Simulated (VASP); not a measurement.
Output of a VASP run:

### OSZICAR
```
       N       E                     dE             d eps       ncg     rms          rms(c)
DAV:   1     0.452204913542E+03    0.45220E+03   -0.22449E+04  3368   0.202E+03
DAV:   2     0.138389556713E+02   -0.43837E+03   -0.43045E+03  3382   0.556E+02
DAV:   3    -0.364925450288E+02   -0.50332E+02   -0.49473E+02  4552   0.175E+02
DAV:   4    -0.378601930930E+02   -0.13676E+01   -0.13511E+01  3768   0.296E+01
DAV:   5    -0.378829856680E+02   -0.22793E-01   -0.22785E-01  3931   0.429E+00    0.194E+01
DAV:   6    -0.331215378803E+02    0.47614E+01   -0.46726E+01  4347   0.553E+01    0.163E+01
DAV:   7    -0.330942212156E+02    0.27317E-01   -0.43037E+00  4081   0.235E+01    0.103E+01
DAV:   8    -0.330861618506E+02    0.80594E-02   -0.10276E+00  4201   0.751E+00    0.582E+00
DAV:   9    -0.330643470835E+02    0.21815E-01   -0.87316E-02  4319   0.381E+00    0.127E+00
DAV:  10    -0.330665556044E+02   -0.22085E-02   -0.35523E-02  3916   0.117E+00    0.402E-01
DAV:  11    -0.330665628760E+02   -0.72717E-05   -0.49702E-03  3960   0.509E-01    0.106E-01
DAV:  12    -0.330666101400E+02   -0.47264E-04   -0.23252E-04  4056   0.159E-01    0.533E-02
DAV:  13    -0.330666280669E+02   -0.17927E-04   -0.72527E-05  3873   0.681E-02    0.268E-02
DAV:  14    -0.330666399170E+02   -0.11850E-04   -0.12803E-05  3837   0.304E-02    0.853E-03
DAV:  15    -0.330666399326E+02   -0.15522E-07   -0.10709E-06  2468   0.122E-02
   1 F= -.33066640E+02 E0= -.33066640E+02  d E =-.968438E-12  mag=    -0.0000
```

OUTCAR:
```
------------------------ aborting loop because EDIFF is reached ----------------------------------------
  FORCE on cell =-STRESS in cart. coord.  units (eV):
  Direction    XX          YY          ZZ          XY          YZ          ZX
  --------------------------------------------------------------------------------------
  Total       -0.8745671     -1.1628018     -1.0411233     -0.4405325     -0.4331876     -0.4821826
  in kB      -31.1241129    -41.3818173    -37.0515174    -15.6776801    -15.4162899    -17.1599247
  external PRESSURE =     -36.5191492 kB  Pullay stress =       0.0000000 kB
  volume of cell :       45.02
      direct lattice vectors                 reciprocal lattice vectors
     4.461752000  2.258715000  2.233623000     0.336190806 -0.110682450 -0.111925732
     2.230876000  4.517429000  2.233623000    -0.112063652  0.332047302 -0.111925781
     2.230876000  2.258715000  4.467247000    -0.112063552 -0.110682401  0.335777244
 POSITION                                       TOTAL-FORCE (eV/Angst)
 -----------------------------------------------------------------------------------
      0.00000      0.00000      0.00000         0.017786      0.035033      0.038830
      4.46175      4.51743      4.46725         0.088266      0.033308      0.035896
      2.23088      2.25871      2.23362         0.126194      0.086036      0.092534
      6.77391      6.77615      6.70087        -0.232245     -0.154376     -0.167260
 -----------------------------------------------------------------------------------
    total drift:                               -0.000162     -0.000221     -0.000199
  FREE ENERGIE OF THE ION-ELECTRON SYSTEM (eV)
  ---------------------------------------------------
  free  energy   TOTEN  =       -33.0666399326 eV

  energy  without entropy=      -33.0666399326  energy(sigma->0) =      -33.06663993

 total charge

# of ion       s       p       d       tot
------------------------------------------
    1        0.192   6.162   4.969  11.323
    2        0.198   6.173   4.970  11.341
    3        1.560   3.408   0.000   4.968
    4        1.560   3.409   0.000   4.969
--------------------------------------------------
tot          3.511  19.152   9.939  32.602

 magnetization (x)

# of ion       s       p       d       tot
------------------------------------------
    1        0.016   0.015   4.320   4.351
    2       -0.018  -0.016  -4.313  -4.348
    3       -0.001   0.007   0.000   0.006
    4       -0.001  -0.004   0.000  -0.006
--------------------------------------------------
tot         -0.004   0.001   0.007   0.003
```
(Selected blocks of OUTCAR.)

File POSCAR:
```
MnO
1
    4.4617520000     2.2587150000     2.2336230000
    2.2308760000     4.5174290000     2.2336230000
    2.2308760000     2.2587150000     4.4672470000
Mn O
2 2
Direct
  0.0000000000   0.0000000000   0.0000000000
  0.5000000000   0.5000000000   0.5000000000
  0.2500000000   0.2500000000   0.2500000000
  0.7773250000   0.7408920000   0.7408920000
```

Write an INCAR and KPOINTS that could have produced this output.

Several could match; the one computed here: the input of the run itself, PBE GGA, plane waves, VASP's PBE PAW potentials (set 64).

KPOINTS:
```
Automatic mesh
0
Gamma
4 4 4
0 0 0
```

INCAR:
```
# general
SYSTEM =MnO
PREC   =Accurate
ENCUT  =520
LREAL  =.FALSE.
LASPH  =.TRUE.

# electronic loop
EDIFF  =1E-6
NELM   =100
ALGO   =Normal
LMAXMIX=4

# smearing
ISMEAR =0
SIGMA  =0.05

# functional
GGA    =PE

# spin
ISPIN  =2
MAGMOM =5.0 -5.0 0.0 0.0

# ions
ISIF   =2

# output
LWAVE  =.FALSE.
LCHARG =.FALSE.
LORBIT =10
```

POTCAR, in this order: Mn_pv O (PBE.64 set). Program: vasp_std.

The compound is MnO in the rock salt, AFM-II order structure. The cell was not relaxed at this level, atoms are displaced from their ideal sites. The k-mesh is coarse (spacing up to 0.58 per Å, 2π included), so the numbers may not be converged in it. The run is one of a series of settings (KPOINTS 4×4×4 Γ-centred mesh against the base run), some of them coarse on purpose.
